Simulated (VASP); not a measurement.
Output of a VASP run:

OSZICAR:
```
...
RMM:   5    -0.341712022312E+03   -0.16462E-04   -0.26161E-04   652   0.371E-02    0.252E-02
RMM:   6    -0.341712027830E+03   -0.55184E-05   -0.64596E-05   561   0.196E-02
  11 F= -.34171203E+03 E0= -.34171125E+03  d E =-.103139E-01  mag=     0.9864
       N       E                     dE             d eps       ncg     rms          rms(c)
DAV:   1    -0.341716036933E+03   -0.40146E-02   -0.20655E-01   696   0.865E-01    0.189E-01
RMM:   2    -0.341716964215E+03   -0.92728E-03   -0.79341E-03   660   0.232E-01    0.209E-01
RMM:   3    -0.341717139230E+03   -0.17502E-03   -0.34268E-03   694   0.167E-01    0.210E-01
RMM:   4    -0.341716801829E+03    0.33740E-03   -0.90159E-04   717   0.876E-02    0.418E-02
RMM:   5    -0.341716809769E+03   -0.79391E-05   -0.22158E-04   643   0.336E-02    0.214E-02
RMM:   6    -0.341716817041E+03   -0.72724E-05   -0.48368E-05   512   0.179E-02
  12 F= -.34171682E+03 E0= -.34171611E+03  d E =-.478921E-02  mag=     0.9865
       N       E                     dE             d eps       ncg     rms          rms(c)
DAV:   1    -0.341717173443E+03   -0.36367E-03   -0.29871E-02   744   0.329E-01    0.725E-02
RMM:   2    -0.341717322532E+03   -0.14909E-03   -0.12011E-03   660   0.916E-02    0.875E-02
RMM:   3    -0.341717328188E+03   -0.56557E-05   -0.47959E-04   677   0.653E-02    0.721E-02
RMM:   4    -0.341717290586E+03    0.37602E-04   -0.10639E-04   578   0.325E-02    0.162E-02
RMM:   5    -0.341717292089E+03   -0.15032E-05   -0.34966E-05   459   0.140E-02
  13 F= -.34171729E+03 E0= -.34171660E+03  d E =-.526426E-02  mag=     0.9865
       N       E                     dE             d eps       ncg     rms          rms(c)
DAV:   1    -0.341719055347E+03   -0.17648E-02   -0.92379E-02   696   0.583E-01    0.121E-01
RMM:   2    -0.341719364953E+03   -0.30961E-03   -0.32131E-03   660   0.145E-01    0.778E-02
RMM:   3    -0.341719728545E+03   -0.36359E-03   -0.16801E-03   707   0.103E-01    0.203E-01
RMM:   4    -0.341719403045E+03    0.32550E-03   -0.74316E-04   684   0.686E-02    0.296E-02
RMM:   5    -0.341719407244E+03   -0.41983E-05   -0.89940E-05   566   0.220E-02
  14 F= -.34171941E+03 E0= -.34171873E+03  d E =-.211515E-02  mag=     0.9866
       N       E                     dE             d eps       ncg     rms          rms(c)
DAV:   1    -0.341719753102E+03   -0.35006E-03   -0.56784E-02   696   0.457E-01    0.951E-02
RMM:   2    -0.341719941484E+03   -0.18838E-03   -0.19672E-03   661   0.115E-01    0.593E-02
RMM:   3    -0.341720163013E+03   -0.22153E-03   -0.96797E-04   695   0.827E-02    0.157E-01
RMM:   4    -0.341719968254E+03    0.19476E-03   -0.40374E-04   658   0.551E-02    0.237E-02
RMM:   5    -0.341719972860E+03   -0.46060E-05   -0.67002E-05   518   0.184E-02
  15 F= -.34171997E+03 E0= -.34171931E+03  d E =-.268077E-02  mag=     0.9867
       N       E                     dE             d eps       ncg     rms          rms(c)
DAV:   1    -0.341721056599E+03   -0.10883E-02   -0.96186E-02   686   0.598E-01    0.126E-01
RMM:   2    -0.341721429535E+03   -0.37294E-03   -0.35411E-03   660   0.164E-01    0.123E-01
RMM:   3    -0.341721592864E+03   -0.16333E-03   -0.15386E-03   698   0.113E-01    0.157E-01
RMM:   4    -0.341721405238E+03    0.18763E-03   -0.43841E-04   677   0.617E-02    0.290E-02
RMM:   5    -0.341721412144E+03   -0.69059E-05   -0.11153E-04   598   0.248E-02    0.158E-02
RMM:   6    -0.341721414259E+03   -0.21150E-05   -0.21874E-05   424   0.137E-02
  16 F= -.34172141E+03 E0= -.34172075E+03  d E =-.144140E-02  mag=     0.9867
```

OUTCAR:
```
------------------------ aborting loop because EDIFF is reached ----------------------------------------
  FORCE on cell =-STRESS in cart. coord.  units (eV):
  Direction    XX          YY          ZZ          XY          YZ          ZX
  --------------------------------------------------------------------------------------
  Total       -1.0819098     -1.1413314      3.5602656      0.0084521     -0.1876436     -0.7692393
  in kB       -1.3249458     -1.3977155      4.3600296      0.0103507     -0.2297951     -0.9420382
  external PRESSURE =       0.5457894 kB  Pullay stress =       0.0000000 kB
  volume of cell :     1308.29
      direct lattice vectors                 reciprocal lattice vectors
    10.937074700  0.000000000  0.000000000     0.091432127  0.000000000  0.000000000
     0.000000000 10.937074700  0.000000000     0.000000000  0.091432127  0.000000000
     0.000000000  0.000000000 10.937074700     0.000000000  0.000000000  0.091432127
 POSITION                                       TOTAL-FORCE (eV/Angst)
 -----------------------------------------------------------------------------------
      5.47104      0.00240      0.00269        -0.006710     -0.002296      0.006028
      6.85025      1.36117      1.37799         0.001608      0.005306      0.006090
      8.21684      2.72287      0.00519        -0.001656      0.002543      0.009207
      9.58549      4.08983      1.37236        -0.009274     -0.002298      0.002478
      8.20455     10.92970      2.74776        -0.009158     -0.001749      0.010995
      9.55165      1.38647      4.10707        -0.000614     -0.007079      0.007521
      0.00169      0.00241      0.00254        -0.002740      0.003495      0.001172
      1.36648      1.36242      1.38190        -0.003092     -0.002556      0.000070
      2.72077      2.72269     10.93500         0.000975      0.000514     -0.009557
      4.09663      4.09585      1.35025        -0.001027     -0.008744     -0.001184
      5.46981      5.47149      0.00120         0.004136      0.002840      0.003861
      6.84582      6.84499      1.34922         0.003879      0.005158     -0.010572
      8.21499      8.21818     10.92865         0.002594     -0.002007     -0.000505
      9.57672      9.57480      1.37617        -0.000190     -0.002475     -0.000822
      2.73771      0.00718      2.75326         0.002805      0.002099      0.009183
      4.11165      1.38600      4.11027         0.005772      0.013284     -0.000064
      5.46691      2.75068      2.72797        -0.009437      0.000499     -0.003428
      6.74415      4.21274      4.09589        -0.005824      0.000212      0.011594
      8.19885      5.47306      2.71788        -0.010859      0.001267      0.007072
      9.55945      6.82842      4.10316        -0.015950     -0.001513      0.015732
      5.46985      0.00415      5.47081         0.002345     -0.002768      0.002590
      6.82660      1.38758      6.83235        -0.008205      0.004146     -0.008714
      8.15055      2.79077      5.46132        -0.003703      0.007829     -0.000783
      9.55717      4.11011      6.83161        -0.001688      0.013179     -0.010108
      8.19898      0.00548      8.18657        -0.006001      0.009196      0.003291
      9.57033      1.35861      9.56025         0.006425      0.007441      0.005685
     10.93670      5.47649      0.00281        -0.005892     -0.011286     -0.000116
      1.36511      6.84852      1.38161        -0.000084      0.010895      0.004317
      2.72328      8.21774      0.00883         0.002621     -0.003325      0.004933
      4.09184      9.58184      1.37766        -0.002357     -0.004614      0.004711
      0.00809      2.73347      2.74896         0.002577      0.010931      0.005785
      1.38068      4.10955      4.10822         0.015319      0.009730      0.015776
      2.75407      5.46177      2.73388         0.004564      0.004178     -0.000310
      4.21471      6.73402      4.11570        -0.005658      0.004710     -0.014445
      5.47337      8.18938      2.72602         0.003642     -0.010612      0.014085
      6.82576      9.55833      4.10546         0.002080     -0.007284      0.008627
      0.00115      0.00339      5.47210         0.000186      0.000344     -0.011378
      1.38563      1.38633      6.83626         0.001315     -0.000558     -0.002494
      2.78564      2.78844      5.47999         0.001572      0.007240     -0.004419
      4.18927      4.20509      6.85340        -0.000297      0.000498     -0.012709
      6.72474      6.73197      6.81784         0.008532     -0.003965      0.010177
      8.14965      8.15010      5.47244        -0.001778     -0.004757     -0.013027
      9.55163      9.55414      6.83024        -0.009644     -0.010827     -0.010067
      2.73285     10.92829      8.19379         0.008762     -0.004636     -0.011081
      4.08768      1.35705      9.56603         0.002009     -0.002908     -0.007834
      5.46838      2.74588      8.21672         0.008077      0.002582      0.003279
      6.84076      4.09502      9.58804         0.006893     -0.009749      0.007555
      8.18316      5.46236      8.20462        -0.015934     -0.004009     -0.007064
      9.57230      6.84722      9.55771         0.003486      0.008411      0.000866
     10.93419      8.20587      2.74878        -0.006769     -0.014503      0.012308
      1.38645      9.55346      4.11072         0.005214     -0.000151      0.006704
      0.00116      5.47153      5.47013         0.004036      0.000237      0.006104
      1.38019      6.82922      6.83676         0.010937     -0.009989     -0.011350
      2.78966      8.14883      5.46608        -0.000168      0.003891      0.005882
      4.11108      9.55841      6.83314         0.006138     -0.007580     -0.004171
     10.92695      2.73254      8.19352        -0.005918      0.008472     -0.008367
...
```
(Selected blocks of OUTCAR.)

File POSCAR:
```
CoSi63
1
   10.9370747000     0.0000000000     0.0000000000
    0.0000000000    10.9370747000     0.0000000000
   -0.0000000000    -0.0000000000    10.9370747000
Si Co
63 1
Direct
  0.5000000000   0.0000000000   0.0000000000
  0.6250000000   0.1250000000   0.1250000000
  0.7500000000   0.2500000000   0.0000000000
  0.8750000000   0.3750000000   0.1250000000
  0.7500000000   0.0000000000   0.2500000000
  0.8750000000   0.1250000000   0.3750000000
  0.0000000000   0.0000000000   0.0000000000
  0.1250000000   0.1250000000   0.1250000000
  0.2500000000   0.2500000000   0.0000000000
  0.3750000000   0.3750000000   0.1250000000
  0.5000000000   0.5000000000   0.0000000000
  0.6250000000   0.6250000000   0.1250000000
  0.7500000000   0.7500000000   0.0000000000
  0.8750000000   0.8750000000   0.1250000000
  0.2500000000   0.0000000000   0.2500000000
  0.3750000000   0.1250000000   0.3750000000
  0.5000000000   0.2500000000   0.2500000000
  0.6254290000   0.3793020000   0.3786580000
  0.7500000000   0.5000000000   0.2500000000
  0.8750000000   0.6250000000   0.3750000000
  0.5000000000   0.0000000000   0.5000000000
  0.6250000000   0.1250000000   0.6250000000
  0.7500000000   0.2500000000   0.5000000000
  0.8750000000   0.3750000000   0.6250000000
  0.7500000000   0.0000000000   0.7500000000
  0.8750000000   0.1250000000   0.8750000000
  0.0000000000   0.5000000000   0.0000000000
  0.1250000000   0.6250000000   0.1250000000
  0.2500000000   0.7500000000   0.0000000000
  0.3750000000   0.8750000000   0.1250000000
  0.0000000000   0.2500000000   0.2500000000
  0.1250000000   0.3750000000   0.3750000000
  0.2500000000   0.5000000000   0.2500000000
  0.3759740000   0.6267570000   0.3753710000
  0.5000000000   0.7500000000   0.2500000000
  0.6250000000   0.8750000000   0.3750000000
  0.0000000000   0.0000000000   0.5000000000
  0.1250000000   0.1250000000   0.6250000000
  0.2500000000   0.2500000000   0.5000000000
  0.3761170000   0.3793120000   0.6265250000
  0.6228090000   0.6212300000   0.6266010000
  0.7500000000   0.7500000000   0.5000000000
  0.8750000000   0.8750000000   0.6250000000
  0.2500000000   0.0000000000   0.7500000000
  0.3750000000   0.1250000000   0.8750000000
  0.5000000000   0.2500000000   0.7500000000
  0.6250000000   0.3750000000   0.8750000000
  0.7500000000   0.5000000000   0.7500000000
  0.8750000000   0.6250000000   0.8750000000
  0.0000000000   0.7500000000   0.2500000000
  0.1250000000   0.8750000000   0.3750000000
  0.0000000000   0.5000000000   0.5000000000
  0.1250000000   0.6250000000   0.6250000000
  0.2500000000   0.7500000000   0.5000000000
  0.3750000000   0.8750000000   0.6250000000
  0.0000000000   0.2500000000   0.7500000000
  0.1250000000   0.3750000000   0.8750000000
  0.2500000000   0.5000000000   0.7500000000
  0.3750000000   0.6250000000   0.8750000000
  0.5000000000   0.7500000000   0.7500000000
  0.6250000000   0.8750000000   0.8750000000
  0.0000000000   0.7500000000   0.7500000000
  0.1250000000   0.8750000000   0.8750000000
  0.4995110000   0.4974630000   0.5035510000
```

Task: Reconstruct the remaining input files.

Result: Several could match; the one computed here: the input of the run itself, PBE GGA, plane waves, VASP's PBE PAW potentials (set 64).

File KPOINTS:
```
Automatic mesh
0
Gamma
1 1 1
0 0 0
```

**INCAR**
```
! general
SYSTEM =CoSi63
PREC   =Normal
ENCUT  =400
LREAL  =Auto   ! projection in real space or not
LASPH  =.TRUE.   ! aspherical one-centre terms
ISYM   =0

! electronic loop
EDIFF  =1E-5   ! SCF stop (eV)
NELM   =100   ! most electronic steps
NELMIN =4
ALGO   =Fast
LMAXMIX=4

! smearing
ISMEAR =0
SIGMA  =0.05   ! width (eV)

! functional
GGA    =PE

! spin
ISPIN  =2
MAGMOM =63*0.0 3.0

! ions
IBRION =2   ! conjugate gradients
NSW    =60   ! most ionic steps
ISIF   =2
EDIFFG =-0.03   ! ionic stop

! output
LWAVE  =.TRUE.
LCHARG =.FALSE.
LORBIT =10
```

POTCAR, in this order: Si Co (PBE.64 set). Program: vasp_gam.

The supercell is sampled at Γ alone, which is coarse: total energies, pressure and levels can be off, energies of defects by several tenths of an eV.

The cell is a supercell with a defect, built from Si (diamond): Co_Si.
